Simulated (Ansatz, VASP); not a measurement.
**Two plane-wave programs on Ba2B**

```
Ba B
1.0
     3.41591    1.97218    6.44114
    -3.41591    1.97218    6.44114
     0.00000   -3.94436    6.44114
Ba B
4 2
Direct
  0.00000 0.00000 0.00000
  0.83333 0.16667 0.50000
  0.16667 0.50000 0.83333
  0.50000 0.83333 0.16667
  0.33333 0.33333 0.33333
  0.66667 0.66667 0.66667
```

Alike in both runs: task single point; functional PBE; k mesh 3 × 3 × 3; occupations gaussian, width 0.1 eV; no spin polarisation.

|  | VASP | Ansatz |
| --- | --- | --- |
| version | VASP 6.6.1 | Ansatz 0.2.0 |
| potentials or method | VASP PAW PBE potentials, release 64 (Ba_sv, B) | scalar-relativistic, plane waves, PAW |
| plane-wave cutoff (eV) | 520 | 420 |
| valence electrons in the cell | 46 | 46 |

```tsv
	VASP	Ansatz	Ansatz less VASP
gap on the k mesh at the Fermi level (eV)	none	none	-
pressure (GPa)	-2.3	-2.5	-0.17
largest component of the traceless stress (GPa)	2.02	2.02	+0.005
rms of the force components (eV/Å)	0.127	0.123	-0.0035
```

Atom by atom the forces differ by 0.004 eV/Å (rms over components). A gap of «none» marks a metal or a gap that the smearing closes.

Caveats: the k mesh is coarse (spacing up to 0.37 Å⁻¹), so the values aren't converged. The runs have no spin-orbit coupling, so splittings on Ba are missing.
